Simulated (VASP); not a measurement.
Given:

```yaml
crystal:
  lattice:
    - [3.12138, 0.01040, 0.00476]
    - [0.57727, 4.96863, 0.00299]
    - [0.30212, 0.14263, 5.06555]
  atoms:
    - { symbol: Li, position: [0.48665, 0.16206, 0.58549] }
    - { symbol: Li, position: [0.98665, 0.66206, 0.58549] }
    - { symbol: Mn, position: [0.52948, 0.50839, 0.02467] }
    - { symbol: Mn, position: [0.02948, 0.00839, 0.02467] }
    - { symbol: O, position: [0.94630, 0.31533, 0.78266] }
    - { symbol: O, position: [0.44630, 0.81533, 0.78266] }
    - { symbol: O, position: [0.53766, 0.18093, 0.21578] }
    - { symbol: O, position: [0.03766, 0.68093, 0.21578] }
```

Computed with PBEsol GGA, VASP's PBE PAW potentials (set 64) (plane waves; VASP). Run with 520 eV cut-off, Gaussian smearing of 0.050 eV, potentials Li_sv Mn_pv O.

The run has a spin-polarised start.

Q: Give the spin-up energies of bands 19 to 32 at the high-symmetry points, in eV from the valence-band maximum.

A: 
| band | Γ | X | Z | T | V |
|---|---|---|---|---|---|
| 19 | -4.32 | -4.28 | -4.83 | -4.70 | -4.39 |
| 20 | -4.03 | -3.85 | -4.67 | -4.32 | -4.08 |
| 21 | -3.15 | -3.57 | -4.16 | -3.99 | -3.51 |
| 22 | -2.58 | -2.96 | -3.68 | -3.31 | -3.20 |
| 23 | -2.55 | -2.64 | -3.10 | -3.13 | -2.85 |
| 24 | -2.44 | -2.49 | -3.07 | -2.86 | -2.81 |
| 25 | -1.61 | -1.60 | -1.44 | -1.52 | -1.67 |
| 26 | -1.49 | -1.39 | -1.33 | -1.47 | -1.15 |
| 27 | -1.19 | -1.20 | -1.03 | -1.29 | -0.86 |
| 28 | -0.07 | -0.10 | -0.01 | -0.22 | -0.14 |
| 29 | 1.45 | 1.53 | 1.31 | 1.65 | 1.26 |
| 30 | 1.83 | 1.87 | 1.83 | 1.86 | 1.53 |
| 31 | 1.88 | 1.91 | 2.09 | 2.15 | 2.02 |
| 32 | 2.30 | 2.29 | 2.15 | 2.19 | 2.15 |

Q: Give the spin-down energies of bands 19 to 32 at the high-symmetry points, in eV from the valence-band maximum.

A: 
```
band      Γ      X      Z      T      V
----  -----  -----  -----  -----  -----
19    -4.32  -4.28  -4.83  -4.70  -4.39
20    -4.03  -3.85  -4.67  -4.32  -4.08
21    -3.15  -3.57  -4.16  -3.99  -3.51
22    -2.58  -2.96  -3.68  -3.31  -3.20
23    -2.55  -2.64  -3.10  -3.13  -2.85
24    -2.44  -2.49  -3.07  -2.86  -2.81
25    -1.61  -1.60  -1.44  -1.52  -1.67
26    -1.49  -1.39  -1.33  -1.47  -1.15
27    -1.19  -1.20  -1.03  -1.29  -0.86
28    -0.07  -0.10  -0.01  -0.22  -0.14
29     1.45   1.53   1.31   1.65   1.26
30     1.83   1.87   1.83   1.86   1.53
31     1.88   1.91   2.09   2.15   2.02
32     2.30   2.29   2.15   2.19   2.15
```

The gap is indirect, 1.26 eV, from the valence maximum at Y to the conduction minimum at V.

The structure comes from a computed database's LiMnO2 entry; how it stands against other phases isn't given here. It was relaxed first.
